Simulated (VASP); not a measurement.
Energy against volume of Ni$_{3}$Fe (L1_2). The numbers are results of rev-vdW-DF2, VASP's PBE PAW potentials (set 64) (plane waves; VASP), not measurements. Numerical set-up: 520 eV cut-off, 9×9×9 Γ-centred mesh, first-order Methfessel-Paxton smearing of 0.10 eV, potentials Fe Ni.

```json
[
 {"V (Å³/atom)": "10.204", "E (eV/atom)": "-3.95394"},
 {"V (Å³/atom)": "10.529", "E (eV/atom)": "-3.97522"},
 {"V (Å³/atom)": "10.855", "E (eV/atom)": "-3.98126"},
 {"V (Å³/atom)": "11.180", "E (eV/atom)": "-3.97470"}
]
```

### Question
Fit these four points and predict the energy of the run at 11.506 Å³/atom.

### Answer
A cubic in V^(−2/3), the third-order Birch-Murnaghan form, passes through the four points with V0 = 10.84 Å³/atom and B0 = 208 GPa, and gives -3.9577 eV/atom there. The run gave -3.9579 eV/atom, -0.2 meV/atom from the fit; all five points give B0 = 207 GPa.

The compound is Ni3Fe in the L1_2 structure. It was relaxed first.
